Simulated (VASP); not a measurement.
Input:

```xyz
5
Lattice="3.9887 0.0000 0.0000 0.0000 3.9887 0.0000 0.0000 0.0000 3.9887" Properties=species:S:1:pos:R:3 pbc="T T T"
K      0.0000     0.0000     0.0000
Ta     1.9944     1.9944     1.9944
O      1.9944     0.0000     1.9944
O      0.0000     1.9944     1.9944
O      1.9944     1.9944     0.0000
```

These are PW91 GGA, VASP's PBE PAW potentials (set 64) (plane waves; VASP) values and carry that method's errors. Run with 520 eV cut-off, 6×6×6 Γ-centred mesh, Gaussian smearing of 0.050 eV, potentials K_sv Ta_pv O.

**Question.** Give the stress tensor in GPa (positive for a compressed cell).

**Answer.** 
```
6.14  0.00  0.00
0.00  6.14  0.00
0.00  0.00  6.14
```
The pressure is its mean diagonal, 6.14 GPa.

The compound is KTaO3 in the cubic perovskite structure. This cell is one point of a volume scan, at 0.97 of the reference volume.
